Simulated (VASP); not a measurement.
Data:

```
HfB2
1.0
    1.56410    -2.70909     0.00000
    1.56410     2.70909     0.00000
    0.00000     0.00000     3.47779
Hf B
1 2
Direct
  0.00000   0.00000   0.00000
  0.33333   0.66667   0.50000
  0.66667   0.33333   0.50000
```

The numbers are results of r2SCAN meta-GGA, VASP's PBE PAW potentials (set 64) (plane waves; VASP), not measurements. Settings: 600 eV cut-off, 10×10×8 Γ-centred mesh, first-order Methfessel-Paxton smearing of 0.10 eV, potentials Hf_pv B.

Unless said otherwise, spin-orbit coupling is left out, though it shifts the bands of the heavy elements here.

Question: Estimate the energy per atom (σ→0), band gap (on the k-mesh) with the smallest direct gap where there is one.

Answer: 
| Quantity | Value |
|---|---|
| band gap (on the k-mesh) | none (metal, semimetal or under 0.01 eV) |
| energy per atom (σ→0) | -21.029 eV/atom |

The absolute energy has meaning only against runs of the same code, potentials and settings.

The compound is HfB2 in the AlB2 type structure. It was relaxed first under an external pressure of 1 GPa.
